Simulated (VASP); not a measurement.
All values below come from PBE GGA, VASP's PBE PAW potentials (set 64) (plane waves; VASP).

Input for VASP

File KPOINTS:
```
kpoints
0
G
6 6 6
```

**POSCAR**
```
AgB
1
    2.8754020000     0.0000000000     0.0000000000
    0.0000000000     2.8754020000     0.0000000000
    0.0000000000     0.0000000000     2.8754020000
Ag B
1 1
Direct
  0.0000000000   0.0000000000   0.0000000000
  0.5000000000   0.5000000000   0.5000000000
```

### INCAR
```
SIGMA=0.2   # width (eV)
LASPH=.True.   # aspherical one-centre terms
EDIFF=1E-6   # SCF stop (eV)
ALGO=Normal   # blocked Davidson
LCHARG=.False.
ISMEAR=0
PREC=Accurate
LREAL=.False.   # projection in real space or not
SYSTEM=AgB
ISIF=2
LWAVE=.False.
LMAXMIX=4
NELM=100   # most electronic steps
GGA=PE
ENCUT=400   # plane-wave cut-off (eV)
```

POTCAR, in this order: Ag B (PBE.64 set). Program: vasp_std.

At this cut-off the stress carries a Pulay error, which pulls relaxed volumes low.

Task: Estimate the energy per atom (σ→0), pressure, band gap (on the k-mesh).

Result: 
| Property | Result |
|---|---|
| energy per atom (σ→0) | -3.313 eV/atom |
| band gap (on the k-mesh) | none (metal, semimetal or under 0.01 eV) |
| pressure | 3.92 GPa |

### OSZICAR
```
...
DAV:   7    -0.665311094669E+01    0.10897E+00   -0.51890E-01   452   0.916E+00    0.443E+00
DAV:   8    -0.664033086287E+01    0.12780E-01   -0.25540E-02   461   0.169E+00    0.720E-01
DAV:   9    -0.663815391892E+01    0.21769E-02   -0.60677E-03   482   0.978E-01    0.680E-02
DAV:  10    -0.663815853181E+01   -0.46129E-05   -0.30872E-04   467   0.155E-01    0.308E-02
DAV:  11    -0.663815765552E+01    0.87629E-06   -0.12845E-05   494   0.432E-02    0.120E-02
DAV:  12    -0.663815660902E+01    0.10465E-05   -0.14338E-06   416   0.935E-03    0.131E-03
DAV:  13    -0.663815654416E+01    0.64867E-07   -0.15286E-07   223   0.432E-03
   1 F= -.66381565E+01 E0= -.66258723E+01  d E =-.245685E-01
```

The structure was generated: AgB was put into an ordered model structure, which need not be its known phase. The cell was not relaxed at this level, and its volume differs by -5.9 % from the start's. The k-mesh is coarse (spacing up to 0.36 per Å, 2π included), so the numbers may not be converged in it.
